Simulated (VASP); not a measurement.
Crystal: Al2O3.

```
CELL_PARAMETERS angstrom
2.37389 1.37057 4.31887
-2.37389 1.37057 4.31887
0.00000 -2.74113 4.31887
ATOMIC_POSITIONS crystal
Al 0.35188 0.35188 0.35188
Al 0.14812 0.14812 0.14812
Al 0.64812 0.64812 0.64812
Al 0.85188 0.85188 0.85188
O 0.55632 0.94368 0.25000
O 0.25000 0.55632 0.94368
O 0.94368 0.25000 0.55632
O 0.44368 0.05632 0.75000
O 0.75000 0.44368 0.05632
O 0.05632 0.75000 0.44368
```

The cell was built by a generator and needn't be a form met in nature.

Base run:

| Quantity | Value |
| --- | --- |
| Program | VASP 6.6.1 |
| Functional | PBE |
| Potentials or basis | VASP PAW PBE potentials, release 64 (Al, O) |
| Cutoff | 520 eV |
| k mesh | 8 × 8 × 8 |
| Occupations | gaussian, width 0.02 eV |
| Spin | no spin polarisation |

Its results: band gap on the k mesh 6.33 eV, direct; pressure 9.4 GPa; largest force 0.044 eV/Å.

The run is repeated on the same cell with these changes: functional from PBE to HSE06; k mesh from 8 × 8 × 8 to 4 × 4 × 4. What comes out?

Band gap on the k mesh 8.21 eV, direct; pressure 1.1 GPa; largest force 0.008 eV/Å.

Several settings changed at once, so the effect can't be laid on one alone.

Caveats: the PAW data sets were made with another functional, which shifts forces and pressure a little (some runs).
